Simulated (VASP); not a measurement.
Method: r2SCAN meta-GGA, VASP's PBE PAW potentials (set 64) (plane waves; VASP 6.6.1).

VASP input:

KPOINTS:
```
Automatic mesh
0
Gamma
5 5 5
0 0 0
```

File POSCAR:
```
BaZrO3
1
    4.1279240534     0.0000000000     0.0000000000
    0.0000000000     4.1279240534     0.0000000000
    0.0000000000     0.0000000000     4.1279240534
Ba Zr O
1 1 3
Direct
  0.0000000000   0.0000000000   0.0000000000
  0.5000000000   0.5000000000   0.5000000000
  0.5000000000   0.0000000000   0.5000000000
  0.0000000000   0.5000000000   0.5000000000
  0.5000000000   0.5000000000   0.0000000000
```

### INCAR
```
ALGO = Normal
EDIFF = 1E-7
ENCUT = 520
ISIF = 2
ISMEAR = 0
LASPH = .True.
LCHARG = .False.
LMAXMIX = 4
LMIXTAU = .True.
LREAL = .False.
LWAVE = .False.
METAGGA = R2SCAN
NELM = 100
PREC = Accurate
SIGMA = 0.05
SYSTEM = BaZrO3
```

POTCAR, in this order: Ba_sv Zr_sv O (PBE.64 set). Program: vasp_std.

Q: Estimate the energy per atom (σ→0), pressure.

A: 
The energy per atom (σ→0) comes out as -16.990 eV/atom and the pressure comes out as 11.57 GPa.

File OSZICAR:
```
...
DAV:  24    -0.849486965695E+02   -0.14601E-05   -0.75998E-06   736   0.269E-02    0.710E-02
DAV:  25    -0.849486961476E+02    0.42195E-06   -0.80143E-07   584   0.946E-03    0.658E-02
DAV:  26    -0.849486908234E+02    0.53242E-05   -0.50322E-06   640   0.240E-02    0.454E-02
DAV:  27    -0.849486911721E+02   -0.34864E-06   -0.33636E-06   704   0.176E-02    0.262E-02
DAV:  28    -0.849486908291E+02    0.34303E-06   -0.45329E-07   648   0.513E-03    0.195E-02
DAV:  29    -0.849486910379E+02   -0.20881E-06   -0.59756E-07   664   0.686E-03    0.106E-02
DAV:  30    -0.849486910795E+02   -0.41670E-07   -0.22680E-07   400   0.368E-03
   1 F= -.84948691E+02 E0= -.84948691E+02  d E =-.568711E-12
```

The compound is BaZrO3 in the cubic perovskite structure. This cell is one point of a volume scan, at 0.94 of the reference volume.
